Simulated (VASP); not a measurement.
Consider the following.

```
CELL_PARAMETERS angstrom
     -1.61756     1.61756     3.94878
      1.61756    -1.61756     3.94878
      1.61756     1.61756    -3.94878
ATOMIC_POSITIONS crystal
  Si 0.66422 0.66422 0.00000
  Si 0.33578 0.33578 0.00000
  Mo 0.00000 0.00000 0.00000
```

Computed with optB88-vdW, VASP's PBE PAW potentials (set 64) (plane waves; VASP 6.6.1). Settings: 520 eV cut-off, Gaussian smearing of 0.050 eV, potentials Si Mo_sv.

Give the energies of bands 6 to 14 at the high-symmetry points, in eV from the Fermi level.

```tsv
band	Γ	X	P	N	M	S	R
6	-6.13	-6.35	-6.11	-9.30	-9.91	-8.83	-7.56
7	-3.41	-5.37	-5.95	-4.77	-3.27	-6.59	-5.26
8	-2.84	-5.22	-5.95	-4.32	-2.02	-2.63	-4.28
9	-2.52	-4.27	-2.64	-2.52	-0.55	-2.43	-3.75
10	-2.52	-2.88	-1.95	-2.41	-0.55	-2.13	-2.76
11	0.33	-1.12	-1.95	-0.45	-0.47	-0.36	-1.71
12	2.97	2.19	0.24	2.15	-0.47	1.53	1.74
13	3.39	2.60	2.19	3.05	0.46	3.11	2.02
14	3.39	3.08	4.05	3.82	4.65	3.64	2.49
```

It has no gap at this level: it comes out as a metal or semimetal.

The compound is MoSi2 in the MoSi2 type structure. It was relaxed first.
